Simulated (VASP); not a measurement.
A VASP calculation is set up with these files.

INCAR:
```
# general
SYSTEM =NbC
PREC   =Accurate
ENCUT  =520
LREAL  =.FALSE.   # projection in real space or not
LASPH  =.TRUE.

# electronic loop
EDIFF  =1E-6
NELM   =100   # most electronic steps
ALGO   =Normal   # blocked Davidson
LMAXMIX=4

# smearing
ISMEAR =1   # Methfessel-Paxton
SIGMA  =0.1

# functional
GGA    =PS

# ions
IBRION =2
NSW    =60   # most ionic steps
ISIF   =3   # ions, shape and volume
EDIFFG =-0.02

# output
LWAVE  =.FALSE.
LCHARG =.FALSE.
```

**KPOINTS**
```
Automatic mesh
0
Gamma
9 9 6
0 0 0
```

File POSCAR:
```
NbC
1
    3.6736209526    -0.0000000000     0.0000000000
   -1.8368104763     3.1814492393    -0.0000000000
    0.0000000000    -0.0000000000     4.4181640070
Nb C
2 2
Direct
  0.3333330000   0.6666670000   0.9372206362
  0.6666670000   0.3333330000   0.4372206362
  0.3333330000   0.6666670000   0.4377793638
  0.6666670000   0.3333330000   0.9377793638
```

POTCAR, in this order: Nb_sv C (PBE.64 set). Program: vasp_std.

Task: Translate this PBEsol calculation to Ansatz.

Result: One equivalent input (not run):
Ansatz 0.2 input:
```yaml
crystal:
  lattice:
    - [3.6736210, 0.0000000, 0.0000000]
    - [-1.8368105, 3.1814492, 0.0000000]
    - [0.0000000, 0.0000000, 4.4181640]
  atoms:
    - { symbol: Nb, position: [0.3333330, 0.6666670, 0.9372206] }
    - { symbol: Nb, position: [0.6666670, 0.3333330, 0.4372206] }
    - { symbol: C, position: [0.3333330, 0.6666670, 0.4377794] }
    - { symbol: C, position: [0.6666670, 0.3333330, 0.9377794] }
kpoints:
  mp_grid: { grid: [9, 9, 6] }
hamiltonian:
  xc: pbesol
  pseudopotentials: { kind: paw }
scf:
  occupations: { method: methfessel_paxton, width: 0.1 }
  max_iter: 100
relax:
  max_steps: 60
  f_tol: 0.02
  cell: {}
output: { forces: true, stress: true, eigenvalues: true }
```
What does not carry over: each code has its own PAW files, so the cut-off isn't converted (ENCUT is set for VASP's; basis.ecutwfc is left out, and Ansatz then takes the one that its files recommend); Ansatz stops its SCF on the density residual and VASP on the energy change (EDIFF).

The structure was generated: NbC was put into the wurtzite type (P6_3mc), which need not be its known phase. This run relaxes it. It ends in space group P6_3/mmc. Symmetry was kept, so distortions that lower it aren't found. The start is the result of an earlier pass.
